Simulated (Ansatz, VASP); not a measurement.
**TiW2C3: VASP beside Ansatz**

File INCAR:

```
SYSTEM = TiW2C3
PREC = Accurate
ENCUT = 520
EDIFF = 1E-7
ISMEAR = 0
SIGMA = 0.1
LREAL = .FALSE.
LASPH = .TRUE.
NELM = 60
ALGO = Normal
ISIF = 2
LWAVE = .FALSE.
LCHARG = .FALSE.
GGA = PE
NBANDS = 35
```

Contents of KPOINTS:

```
Automatic mesh
0
G
  6 6 2
  0 0 0
```

File POSCAR:

```
TiW2C3
1.0
    3.4533673300      0.0000000000      0.0000000000
   -1.7266836700      2.9907038400      0.0000000000
    0.0000000000      0.0000000000      8.4589878600
Ti W C
1 2 3
Direct
    0.0000000000      0.0000000000      0.0000000000
    0.3333333300      0.6666666700      0.3333333300
    0.6666666700      0.3333333300      0.6666666700
    0.3333333300      0.6666666700      0.8333333300
    0.6666666700      0.3333333300      0.1666666700
    0.0000000000      0.0000000000      0.5000000000
```

Input for Ansatz:

```yaml
crystal:
  lattice:
    - [3.45336733, 0.0, 0.0]
    - [-1.72668367, 2.99070384, 0.0]
    - [0.0, 0.0, 8.45898786]
  atoms:
    - { symbol: Ti, position: [0.0, 0.0, 0.0] }
    - { symbol: W, position: [0.33333333, 0.66666667, 0.33333333] }
    - { symbol: W, position: [0.66666667, 0.33333333, 0.66666667] }
    - { symbol: C, position: [0.33333333, 0.66666667, 0.83333333] }
    - { symbol: C, position: [0.66666667, 0.33333333, 0.16666667] }
    - { symbol: C, position: [0.0, 0.0, 0.5] }
basis:
  ecutwfc: 420
kpoints:
  mp_grid: { grid: [6, 6, 2] }
hamiltonian:
  xc: pbe
scf:
  occupations: { method: gaussian, width: 0.1 }
  lower_state_search: "off"
output:
  forces: true
  stress: true
  eigenvalues: true
```

Alike in both runs: task single point; functional PBE; k mesh 6 × 6 × 2; occupations gaussian, width 0.1 eV; no spin polarisation.

|  | VASP | Ansatz |
| --- | --- | --- |
| version | VASP 6.6.1 | Ansatz 0.2.0 |
| potentials or method | VASP PAW PBE potentials, release 64 (Ti_sv, W_sv, C) | scalar-relativistic, plane waves, PAW |
| plane-wave cutoff (eV) | 520 | 420 |
| valence electrons in the cell | 52 | 52 |

```tsv
	VASP	Ansatz	Ansatz less VASP
gap on the k mesh at the Fermi level (eV)	none	none	-
rms of the force components (eV/Å)	0.341	0.341	+0.0001
```

Atom by atom the forces differ by 0.001 eV/Å (rms over components). A gap of «none» marks a metal or a gap that the smearing closes. With one functional, cell and mesh, what is left measures potentials, basis and numerics.

Caveats: the k mesh is coarse (spacing up to 0.37 Å⁻¹), so the values aren't converged. The runs have no spin-orbit coupling, so splittings on W are missing.
